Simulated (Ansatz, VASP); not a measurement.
Two plane-wave programs on Na6BN

The input INCAR:

```
PREC     = Accurate       # precision mode
ENCUT    = 520            # plane-wave cutoff, eV
EDIFF    = 1E-6           # SCF threshold, eV
ISMEAR   = 0              # smearing method
SIGMA    = 0.1            # smearing width, eV
LREAL    = F              # projectors in reciprocal space
LASPH    = T              # aspherical terms in the spheres
NELM     = 80             # most SCF steps
ALGO     = Normal         # electronic algorithm
ISIF     = 2              # what is computed and relaxed
LWAVE    = F              # write WAVECAR
LCHARG   = F              # write CHGCAR
GGA      = PE             # functional
NBANDS   = 35             # bands
```

KPOINTS

```
Automatic mesh
0
Gamma
  4 4 4
```

The input POSCAR:

```
Na6BN
1.0
    0.0000000000      4.5452054300      4.5452054300
    4.5452054300      0.0000000000      4.5452054300
    4.5452054300      4.5452054300      0.0000000000
Na B N
6 1 1
Direct
    0.7456510100      0.2543489900      0.7456510100
    0.2543489900      0.2543489900      0.7456510100
    0.2543489900      0.7456510100      0.2543489900
    0.2543489900      0.7456510100      0.7456510100
    0.7456510100      0.2543489900      0.2543489900
    0.7456510100      0.7456510100      0.2543489900
    0.0000000000      0.0000000000      0.0000000000
    0.5000000000      0.5000000000      0.5000000000
```

Input for Ansatz:

```yaml
crystal:
  lattice:
    - [0.0, 4.54520543, 4.54520543]
    - [4.54520543, 0.0, 4.54520543]
    - [4.54520543, 4.54520543, 0.0]
  atoms:
    - { symbol: Na, position: [0.74565101, 0.25434899, 0.74565101] }
    - { symbol: Na, position: [0.25434899, 0.25434899, 0.74565101] }
    - { symbol: Na, position: [0.25434899, 0.74565101, 0.25434899] }
    - { symbol: Na, position: [0.25434899, 0.74565101, 0.74565101] }
    - { symbol: Na, position: [0.74565101, 0.25434899, 0.25434899] }
    - { symbol: Na, position: [0.74565101, 0.74565101, 0.25434899] }
    - { symbol: B, position: [0.0, 0.0, 0.0] }
    - { symbol: "N", position: [0.5, 0.5, 0.5] }
basis:
  ecutwfc: 420
kpoints:
  mp_grid: { grid: [4, 4, 4] }
hamiltonian:
  xc: pbe
scf:
  occupations: { method: gaussian, width: 0.1 }
  lower_state_search: "off"
output:
  forces: true
  stress: true
  eigenvalues: true
```

Change from the starting cell: species swapped into the ZrCrF6 type (Fm-3m, No. 225).

Alike in both runs: task single point; functional PBE; k mesh 4 × 4 × 4; occupations gaussian, width 0.1 eV; no spin polarisation.

|  | VASP | Ansatz |
| --- | --- | --- |
| version | VASP 6.6.1 | Ansatz 0.2.0 |
| potentials or method | VASP PAW PBE potentials, release 64 (Na_pv, B, N) | scalar-relativistic, plane waves, PAW |
| plane-wave cutoff (eV) | 520 | 420 |
| valence electrons in the cell | 50 | 62 |

|  | VASP | Ansatz | Ansatz less VASP |
| --- | --- | --- | --- |
| gap on the k mesh at the Fermi level (eV) | none | none | - |
| pressure (GPa) | 7.8 | 7.7 | -0.12 |
| rms of the force components (eV/Å) | 0.334 | 0.339 | +0.0052 |

Atom by atom the forces differ by 0.005 eV/Å (rms over components). A gap of «none» marks a metal or a gap that the smearing closes. The two sets of potentials don't hold the same shells in valence.
